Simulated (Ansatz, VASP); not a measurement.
# LaBr3: VASP beside Ansatz

One calculation is typed for both programs; each brings its own data sets. How far apart do they land? The cell is generated by rule, not measured, and may not be a known phase. The cell is taken from a series of runs on this material, whose earlier steps may have relaxed, scaled, displaced or heated it; both programs get it as it stands.

Main program and level: Ansatz 0.2.0; plane waves, with VASP 6.6.1 beside it; relaxation of cell and atoms at r2SCAN.

The structure was built from a prototype and need not be the compound's stable phase.

## (1) The structure

Symmetry: Pm-3m, No. 221, cubic system. The conventional cell has a = 5.872 Å, b = 5.872 Å, c = 5.872 Å, α = 90.00°, β = 90.00°, γ = 90.00°. La has 6 Br at 2.94 Å nearest. Nearest to Br lie 2 La at 2.94 Å. Farther neighbours and most contacts between anions are not listed.

As a file:

```
La Br
1.0
     5.87249    0.00000    0.00000
     0.00000    5.87249    0.00000
     0.00000    0.00000    5.87249
La Br
1 3
Cartesian
  0.0000 0.0000 0.0000
  2.9362 0.0000 0.0000
  0.0000 2.9362 0.0000
  0.0000 0.0000 2.9362
```

## (2) VASP: relaxation of cell and atoms, r2SCAN

The relaxed volume is the usual yardstick between codes: in a stiff, nearly cubic crystal its relative difference is about their pressure difference at one cell divided by the bulk modulus.

Lines of VASP's logs that name or quote its potential files are left out, and so is its time.

Input file INCAR:

```
SYSTEM = LaBr3
PREC = Accurate
ENCUT = 550
EDIFF = 1E-07
NELM = 200
ISMEAR = 0
SIGMA = 0.01
LREAL = .FALSE.
ALGO = Normal
METAGGA = R2SCAN
LASPH = .TRUE.
NBANDS = 22
LORBIT = 11
LWAVE = .FALSE.
LCHARG = .FALSE.
ISIF = 3
IBRION = 2
NSW = 80
EDIFFG = -0.005
GGA_COMPAT = .FALSE.
NELMIN = 4
EFERMI = MIDGAP
LMAXMIX = 6
LMIXTAU = .TRUE.
KPAR = 2
```

Input file POSCAR:

```
LaBr3
1.0
    5.8724950000      0.0000000000      0.0000000000
    0.0000000000      5.8724950000      0.0000000000
    0.0000000000      0.0000000000      5.8724950000
La Br
1 3
Direct
    0.0000000000      0.0000000000      0.0000000000
    0.4999999149      0.0000000000      0.0000000000
    0.0000000000      0.4999999149      0.0000000000
    0.0000000000      0.0000000000      0.4999999149
```

Input file KPOINTS:

```
Automatic mesh
0
Gamma
4 4 4
0 0 0
```

Potentials, in the order of the species: La and Br (PBE family, release 64).

Launch:

```console
mpirun -np 2 vasp_std
```

Numbers of over 12 decimals in the logs are rounded to 6 here.

The program printed:

```text
[banner, memory and clock lines left out]
running    2 mpi-ranks, on    1 nodes
 distrk:  each k-point on    1 cores,    2 groups
 distr:  one band on    1 cores,    1 groups

 POSCAR found type information on POSCAR LaBr
 POSCAR found :  2 types and       4 ions
|                                                                             |
|               ----> ADVICE to this user running VASP <----                  |
|                                                                             |
|     You enforced a specific xc type in the INCAR file but a different       |
|     [... a line on the potential file left out ...]
|     I HOPE YOU KNOW WHAT YOU ARE DOING!                                     |
|                                                                             |

 LDA part: xc-table for (None), standard interpolation
 POSCAR, INCAR and KPOINTS ok, starting setup
 FFT: planning ... GRIDC
 FFT: planning ... GRID_SOFT
 FFT: planning ... GRID
 WAVECAR not read
 entering main loop
       N       E                     dE             d eps       ncg     rms          rms(c)
DAV:   1     0.278783628654E+03    0.27878E+03   -0.11702E+04   440   0.146E+03
DAV:   2    -0.824878143405E+01   -0.28703E+03   -0.26570E+03   680   0.276E+02
DAV:   3    -0.807195545739E+02   -0.72471E+02   -0.69591E+02   630   0.173E+02
DAV:   4    -0.855700755858E+02   -0.48505E+01   -0.48204E+01   688   0.420E+01
DAV:   5    -0.858208570367E+02   -0.25078E+00   -0.25063E+00   690   0.857E+00    0.389E+00
DAV:   6    -0.816783539654E+02    0.41425E+01   -0.18477E+00   684   0.935E+00    0.289E+00
DAV:   7    -0.760996909703E+02    0.55787E+01   -0.19354E+00   624   0.119E+01    0.131E+00
DAV:   8    -0.773533225479E+02   -0.12536E+01   -0.63978E-01   588   0.555E+00    0.536E-01
DAV:   9    -0.788031923935E+02   -0.14499E+01   -0.82694E-01   616   0.673E+00    0.707E-01
DAV:  10    -0.781903767701E+02    0.61282E+00   -0.51845E-01   472   0.493E+00    0.412E-01
DAV:  11    -0.781950780795E+02   -0.47013E-02   -0.14750E-01   660   0.337E+00    0.179E-01
DAV:  12    -0.781689604161E+02    0.26118E-01   -0.24169E-02   624   0.151E+00    0.116E-01
DAV:  13    -0.781916059169E+02   -0.22646E-01   -0.82596E-03   698   0.865E-01    0.908E-02
DAV:  14    -0.781423866171E+02    0.49219E-01   -0.11263E-02   504   0.116E+00    0.612E-02
DAV:  15    -0.781986163707E+02   -0.56230E-01   -0.14594E-02   518   0.128E+00    0.217E-02
DAV:  16    -0.782010857220E+02   -0.24694E-02   -0.12132E-03   718   0.393E-01    0.163E-02
DAV:  17    -0.782011494125E+02   -0.63691E-04   -0.11170E-04   648   0.908E-02    0.118E-02
DAV:  18    -0.782014214288E+02   -0.27202E-03   -0.27169E-04   536   0.172E-01    0.767E-03
DAV:  19    -0.782016144322E+02   -0.19300E-03   -0.10477E-04   542   0.955E-02    0.267E-03
DAV:  20    -0.782016022213E+02    0.12211E-04   -0.15822E-05   598   0.362E-02    0.230E-03
DAV:  21    -0.782016111081E+02   -0.88868E-05   -0.24448E-06   672   0.141E-02    0.151E-03
DAV:  22    -0.782016172321E+02   -0.61240E-05   -0.66695E-06   530   0.236E-02    0.641E-04
DAV:  23    -0.782016180776E+02   -0.84555E-06   -0.76057E-07   610   0.880E-03    0.454E-04
DAV:  24    -0.782016180690E+02    0.86166E-08   -0.67566E-08   394   0.279E-03
   1 F= -.78201618E+02 E0= -.78201618E+02  d E =-.782016E+02
 curvature:   0.00 expect dE= 0.000E+00 dE for cont linesearch  0.000E+00
 trial: gam= 0.00000 g(F)=  0.000E+00 g(S)=  0.417E-03 ort = 0.000E+00 (trialstep = 0.100E+01)
 search vector abs. value=  0.417E-03
 bond charge predicted
       N       E                     dE             d eps       ncg     rms          rms(c)
DAV:   1    -0.782034362443E+02   -0.18182E-02   -0.61318E-02   584   0.175E+00    0.234E-01
DAV:   2    -0.782021309677E+02    0.13053E-02   -0.30709E-03   660   0.457E-01    0.104E-01
DAV:   3    -0.782017111812E+02    0.41979E-03   -0.18418E-03   648   0.305E-01    0.366E-02
DAV:   4    -0.782017066021E+02    0.45791E-05   -0.17341E-04   638   0.113E-01    0.140E-02
DAV:   5    -0.782017551202E+02   -0.48518E-04   -0.11756E-04   540   0.104E-01    0.656E-03
DAV:   6    -0.782017320568E+02    0.23063E-04   -0.89322E-05   518   0.811E-02    0.268E-03
DAV:   7    -0.782017704987E+02   -0.38442E-04   -0.63558E-05   518   0.639E-02    0.116E-03
DAV:   8    -0.782017802551E+02   -0.97564E-05   -0.72757E-06   642   0.246E-02    0.103E-03
DAV:   9    -0.782017824297E+02   -0.21746E-05   -0.11017E-06   594   0.107E-02    0.626E-04
DAV:  10    -0.782017823552E+02    0.74441E-07   -0.49705E-07   598   0.708E-03
   2 F= -.78201782E+02 E0= -.78201782E+02  d E =-.164286E-03
 trial-energy change:   -0.000164  1 .order   -0.000165   -0.000417    0.000088
 step:   0.8265(harm=  0.8265)  dis= 0.00000  next Energy=   -78.201790 (dE=-0.172E-03)
 bond charge predicted
       N       E                     dE             d eps       ncg     rms          rms(c)
DAV:   1    -0.782018412125E+02   -0.58783E-04   -0.18451E-03   608   0.303E-01    0.404E-02
DAV:   2    -0.782018044840E+02    0.36729E-04   -0.91922E-05   660   0.817E-02    0.179E-02
DAV:   3    -0.782017925043E+02    0.11980E-04   -0.56027E-05   646   0.526E-02    0.646E-03
DAV:   4    -0.782017905094E+02    0.19949E-05   -0.48152E-06   602   0.193E-02    0.242E-03
DAV:   5    -0.782017905350E+02   -0.25618E-07   -0.31862E-06   536   0.164E-02    0.978E-04
DAV:   6    -0.782017895804E+02    0.95463E-06   -0.22729E-06   506   0.126E-02    0.474E-04
DAV:   7    -0.782017903905E+02   -0.81009E-06   -0.15573E-06   524   0.994E-03    0.206E-04
DAV:   8    -0.782017906301E+02   -0.23964E-06   -0.17063E-07   380   0.435E-03    0.151E-04
DAV:   9    -0.782017906780E+02   -0.47883E-07   -0.49474E-08   352   0.334E-03
   3 F= -.78201791E+02 E0= -.78201791E+02  d E =-.172609E-03
 curvature:  -0.41 expect dE=-0.143E-07 dE for cont linesearch -0.143E-07
 trial: gam= 0.00000 g(F)=  0.585E-49 g(S)=  0.347E-07 ort =-0.380E-05 (trialstep = 0.965E+00)
 search vector abs. value=  0.348E-07
 reached required accuracy - stopping structural energy minimisation
```

Parts of OUTCAR (step 2):

```text
ion  position               nearest neighbor table
   1  0.000  0.000  0.000-   2 2.94   3 2.94   4 2.94   4 2.94   3 2.94   2 2.94
   2  0.500  0.000  0.000-   1 2.94   1 2.94
   3  0.000  0.500  0.000-   1 2.94   1 2.94
   4  0.000  0.000  0.500-   1 2.94   1 2.94

  LATTYP: Found a simple cubic cell.
 ALAT       =     5.8724950000

 Subroutine GETGRP returns: Found 48 space group operations
 (whereof 48 operations were pure point group operations)

The static configuration has the point symmetry O_h .

 Found     10 irreducible k-points:

   k-points           NKPTS =     10   k-points in BZ     NKDIM =     10   number of bands    NBANDS=     22

   dimension x,y,z NGX =    48 NGY =   48 NGZ =   48
   dimension x,y,z NGXF=    96 NGYF=   96 NGZF=   96

   ENCUT  =  550.0 eV  40.42 Ry    6.36 a.u.  11.23 11.23 11.23*2*pi/ulx,y,z

   NELECT =      32.0000    total number of electrons

 k-points in reciprocal lattice and weights: Automatic mesh
   0.00000000  0.00000000  0.00000000       0.016
   0.25000000  0.00000000  0.00000000       0.094
   0.50000000  0.00000000  0.00000000       0.047
   0.25000000  0.25000000  0.00000000       0.188
   0.50000000  0.25000000  0.00000000       0.188
   0.50000000  0.50000000  0.00000000       0.047
   0.25000000  0.25000000  0.25000000       0.125
   0.50000000  0.25000000  0.25000000       0.188
   0.50000000  0.50000000  0.25000000       0.094
   0.50000000  0.50000000  0.50000000       0.016

 average (electrostatic) potential at core
       1-110.4862       2 -70.2392       3 -70.2392       4 -70.2392

 E-fermi :  -0.0495

 k-point     1 :       0.0000    0.0000    0.0000
  band No.  band energies     occupation
    ...
     12      -2.6115      2.00000
     13      -2.6115      2.00000
     14      -2.5959      2.00000
     15      -2.5959      2.00000
     16      -2.5959      2.00000
     17       1.9692      0.00000
     18       1.9692      0.00000
     19       1.9692      0.00000
     20       2.0511      0.00000
     21       2.1857      0.00000
    ...

 k-point     2 :       0.2500    0.0000    0.0000
  band No.  band energies     occupation
    ...
     12      -2.7659      2.00000
     13      -2.7659      2.00000
     14      -2.6294      2.00000
     15      -2.6026      2.00000
     16      -2.6026      2.00000
     17       1.9856      0.00000
     18       2.0347      0.00000
     19       2.0347      0.00000
     20       2.0485      0.00000
     21       2.1848      0.00000
    ...

 k-point     3 :       0.5000    0.0000    0.0000
  band No.  band energies     occupation
    ...
     12      -2.9466      2.00000
     13      -2.9278      2.00000
     14      -2.6622      2.00000
     15      -2.6004      2.00000
     16      -2.6004      2.00000
     17       2.0042      0.00000
     18       2.0439      0.00000
     19       2.0470      0.00000
     20       2.0470      0.00000
     21       2.1364      0.00000
    ...

  Total        0.0009789      0.0009789      0.0009789      0.0000000      0.0000000     -0.0000000
  in kB        0.0077695      0.0077695      0.0077695      0.0000000      0.0000000     -0.0000000
  external PRESSURE =       0.0077695 kB  Pullay stress =       0.0000000 kB

  energy-cutoff  :      550.00
  volume of cell :      201.87
      direct lattice vectors                 reciprocal lattice vectors
     5.866209251  0.000000000 -0.000000000     0.170467837  0.000000000 -0.000000000
     0.000000000  5.866209251  0.000000000    -0.000000000  0.170467837  0.000000000
     0.000000000  0.000000000  5.866209251     0.000000000 -0.000000000  0.170467837

 POSITION                                       TOTAL-FORCE (eV/Angst)
 -----------------------------------------------------------------------------------
      0.00000      0.00000      0.00000        -0.000000      0.000000      0.000000
      2.93310      0.00000     -0.00000        -0.000000      0.000000      0.000000
      0.00000      2.93310      0.00000        -0.000000      0.000000      0.000000
      0.00000      0.00000      2.93310         0.000000      0.000000      0.000000
 -----------------------------------------------------------------------------------
    total drift:                                0.000234      0.000234      0.000234

  FREE ENERGIE OF THE ION-ELECTRON SYSTEM (eV)
  ---------------------------------------------------
  free  energy   TOTEN  =       -78.2017906780 eV

  energy  without entropy=      -78.2017906780  energy(sigma->0) =      -78.20179068

 reached required accuracy - stopping structural energy minimisation

 total charge
# of ion       s       p       d       f       tot
--------------------------------------------------
    1        1.985   5.707   0.487   0.169   8.347
    2        1.599   3.337   0.004   0.000   4.940
    3        1.599   3.337   0.004   0.000   4.940
    4        1.599   3.337   0.004   0.000   4.940
--------------------------------------------------
tot          6.783  15.718   0.500   0.169  23.169

[... 3 further parts left out ...]
```

(Part 1 of 2 ends here.)

[Lines on the potential files, build, host, timing and source positions are cut from VASP's logs without a mark.]

[Logs are printed without paths, hosts, clocks, repeated set-up lines and the standing remarks that a program may print on its own settings, such as how far it seeks lower states.]

[Hosts, paths, dates, database ids (printed as entryN), source tags and the programs' standing remarks are cut or masked in the printed files.]
